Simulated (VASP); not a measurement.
Consider the following.

```
Ir
1.0
    2.54304     0.00000     0.00000
    0.00000     2.54304     0.00000
    0.00000     0.00000     2.54304
Ir
1
Direct
  0.00000   0.00000   0.00000
```

Calculation: PBEsol GGA, VASP's PBE PAW potentials (set 64) (plane waves; VASP 6.6.1). Numerical set-up: 400 eV cut-off, Gaussian smearing of 0.050 eV, potentials Ir.

Task: Give the energies of bands 1 to 7 at the high-symmetry points, in eV from the Fermi level.

Result: 
```csv
band,Γ,X,M,R
1,-9.46,-6.42,-6.72,-5.41
2,-6.24,-5.48,-4.91,-5.41
3,-6.24,-1.53,-0.98,-5.41
4,1.36,-1.53,-0.98,3.70
5,1.36,-1.08,3.50,3.70
6,1.36,1.66,4.50,9.11
7,15.74,6.11,4.50,10.96
```

It has no gap at this level: it comes out as a metal or semimetal.

The structure was generated: Ir was put into the simple-cubic type (Pm-3m), which need not be its known phase. It was relaxed first.
